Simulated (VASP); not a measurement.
A VASP calculation is set up with these files.

### KPOINTS
```
Automatic mesh
0
Gamma
10 10 10
0 0 0
```

### POSCAR
```
MgO
1.0
  0.0000000000   2.1050000000   2.1050000000
  2.1050000000   0.0000000000   2.1050000000
  2.1050000000   2.1050000000   0.0000000000
Mg O
1 1
Cart
  0.0000000000   0.0000000000   0.0000000000
  2.1050000000   2.1050000000   2.1050000000
```

### INCAR
```
# general
SYSTEM = MgO
PREC   = Accurate
ENCUT  = 520   # plane-wave cut-off (eV)
LREAL  = .FALSE.   # projection in real space or not
LASPH  = .TRUE.

# electronic loop
EDIFF  = 1E-6
NELM   = 100   # most electronic steps
ALGO   = Normal   # blocked Davidson

# smearing
ISMEAR = 0
SIGMA  = 0.05   # width (eV)

# functional
GGA    = PE
IVDW   = 12   # D3, Becke-Johnson

# ions
IBRION = 2
NSW    = 60   # most ionic steps
ISIF   = 3   # ions, shape and volume
EDIFFG = -0.01

# output
LWAVE  = .FALSE.
LCHARG = .FALSE.
```

POTCAR, in this order: Mg O (PBE.64 set). Program: vasp_std.

Task: Translate this PBE-D3(BJ) calculation to Quantum ESPRESSO's pw.x.

Result: One equivalent input (not run):
```
&CONTROL
  calculation = 'vc-relax'
  pseudo_dir = './pseudo'
  outdir = './out'
  tprnfor = .true.
  tstress = .true.
  nstep = 60
  forc_conv_thr = 0.00039
/
&SYSTEM
  ibrav = 0
  nat = 2
  ntyp = 2
  ecutwfc = 84
  occupations = 'smearing'
  smearing = 'gaussian'
  degauss = 0.003675
  input_dft = 'pbe'
  vdw_corr = 'grimme-d3'
  dftd3_version = 4
  dftd3_threebody = .false.
/
&ELECTRONS
  conv_thr = 7.3e-08
  electron_maxstep = 100
/
&IONS
/
&CELL
/
ATOMIC_SPECIES
  Mg 24.305 Mg.upf
  O 15.999 O.upf
CELL_PARAMETERS angstrom
     0.0000000    2.1050000    2.1050000
     2.1050000    0.0000000    2.1050000
     2.1050000    2.1050000    0.0000000
ATOMIC_POSITIONS crystal
  Mg   0.0000000  0.0000000  0.0000000
  O    0.5000000  0.5000000  0.5000000
K_POINTS automatic
  10 10 10 0 0 0
```
What does not carry over: the potentials are each code's own (VASP's PAW set, PseudoDojo norm-conserving files in pw.x), so ENCUT and ecutwfc are chosen apart and not converted; conv_thr bounds pw.x's estimated SCF error, while EDIFF bounds the energy change between steps; forc_conv_thr acts on force components and is met together with etot_conv_thr.

The compound is MgO in the rock salt structure. This run relaxes it. Symmetry was kept, so distortions that lower it aren't found.
